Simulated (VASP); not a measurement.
Level of theory: r2SCAN meta-GGA, VASP's PBE PAW potentials (set 64) (plane waves; VASP).

VASP input:

File KPOINTS:
```
Automatic mesh
0
G
10 10 10
0 0 0
```

**INCAR**
```
SYSTEM = GaN
PREC = Accurate
ENCUT = 520
EDIFF = 1E-7
NELM = 100
ALGO = Normal
LREAL = .FALSE.
LASPH = .TRUE.
ISMEAR = 0
SIGMA = 0.05
METAGGA = R2SCAN
LMIXTAU = .TRUE.
LMAXMIX = 4
LWAVE = .FALSE.
LCHARG = .FALSE.
ISIF = 2
```

File POSCAR:
```
GaN
2.2299510
  0.0000000000   0.9999998143   0.9999998143
  0.9999998143   0.0000000000   0.9999998143
  0.9999998143   0.9999998143   0.0000000000
Ga N
1 1
Cart
  0.0000000000   0.0000000000   0.0000000000
  0.4999999072   0.4999999072   0.4999999072
```

POTCAR, in this order: Ga_d N (PBE.64 set). Program: vasp_std.

The resulting files:

**OSZICAR**
```
       N       E                     dE             d eps       ncg     rms          rms(c)
DAV:   1     0.733185251694E+02    0.73319E+02   -0.99712E+03  1320   0.260E+03
DAV:   2    -0.201112931890E+02   -0.93430E+02   -0.88674E+02  1387   0.357E+02
DAV:   3    -0.267233981102E+02   -0.66121E+01   -0.65762E+01  1372   0.881E+01
DAV:   4    -0.268313468121E+02   -0.10795E+00   -0.10789E+00  1465   0.120E+01
DAV:   5    -0.268329514661E+02   -0.16047E-02   -0.16046E-02  1362   0.133E+00    0.730E+00
DAV:   6    -0.215076433325E+02    0.53253E+01   -0.41173E+00  1838   0.534E+01    0.279E+00
DAV:   7    -0.219404506689E+02   -0.43281E+00   -0.82542E-01  1479   0.116E+01    0.182E+00
DAV:   8    -0.217580588861E+02    0.18239E+00   -0.36118E-01  1280   0.793E+00    0.137E+00
DAV:   9    -0.217913711509E+02   -0.33312E-01   -0.19517E-01  1227   0.581E+00    0.695E-01
DAV:  10    -0.218836657924E+02   -0.92295E-01   -0.61162E-02  1222   0.390E+00    0.297E-01
DAV:  11    -0.218896693463E+02   -0.60036E-02   -0.18302E-03  1405   0.542E-01    0.283E-01
DAV:  12    -0.218896557471E+02    0.13599E-04   -0.95707E-05  1353   0.124E-01    0.248E-01
DAV:  13    -0.218824886396E+02    0.71671E-02   -0.37202E-03  1330   0.743E-01    0.213E-01
DAV:  14    -0.218826018079E+02   -0.11317E-03   -0.26516E-04  1247   0.212E-01    0.165E-01
DAV:  15    -0.218825989935E+02    0.28144E-05   -0.10877E-05  1545   0.354E-02    0.153E-01
DAV:  16    -0.218826497472E+02   -0.50754E-04   -0.50738E-05  1526   0.114E-01    0.299E-02
DAV:  17    -0.218826279802E+02    0.21767E-04   -0.10957E-05  1592   0.856E-02    0.151E-02
DAV:  18    -0.218826344553E+02   -0.64751E-05   -0.29515E-06  1367   0.268E-02    0.953E-03
DAV:  19    -0.218826289259E+02    0.55294E-05   -0.32937E-06  1451   0.268E-02    0.262E-03
DAV:  20    -0.218826306051E+02   -0.16792E-05   -0.32804E-07  1224   0.779E-03    0.240E-03
DAV:  21    -0.218826299774E+02    0.62767E-06   -0.10274E-07   806   0.360E-03    0.213E-03
DAV:  22    -0.218826307259E+02   -0.74853E-06   -0.19350E-08   621   0.187E-03    0.137E-03
DAV:  23    -0.218826305376E+02    0.18829E-06   -0.71875E-09   626   0.209E-03    0.200E-04
DAV:  24    -0.218826306298E+02   -0.92105E-07   -0.41331E-09   616   0.636E-04
   1 F= -.21882631E+02 E0= -.21882631E+02  d E =-.468211E-12
```

### OUTCAR
```
------------------------ aborting loop because EDIFF is reached ----------------------------------------
  FORCE on cell =-STRESS in cart. coord.  units (eV):
  Direction    XX          YY          ZZ          XY          YZ          ZX
  --------------------------------------------------------------------------------------
  Total        0.8935519      0.8935519      0.8935519      0.0000000      0.0000000      0.0000000
  in kB       64.5527366     64.5527366     64.5527366      0.0000000      0.0000000      0.0000000
  external PRESSURE =      64.5527366 kB  Pullay stress =       0.0000000 kB
  volume of cell :       22.18
      direct lattice vectors                 reciprocal lattice vectors
     0.000000000  2.229950586  2.229950586    -0.224220215  0.224220215  0.224220215
     2.229950586  0.000000000  2.229950586     0.224220215 -0.224220215  0.224220215
     2.229950586  2.229950586  0.000000000     0.224220215  0.224220215 -0.224220215
  FREE ENERGIE OF THE ION-ELECTRON SYSTEM (eV)
  ---------------------------------------------------
  free  energy   TOTEN  =       -21.8826306298 eV

  energy  without entropy=      -21.8826306298  energy(sigma->0) =      -21.88263063
```
(Selected blocks of OUTCAR.)

The compound is GaN in the zinc blende structure, a metastable form; wurtzite is the usual one. This cell is one point of a volume scan, at 0.97 of the reference volume.
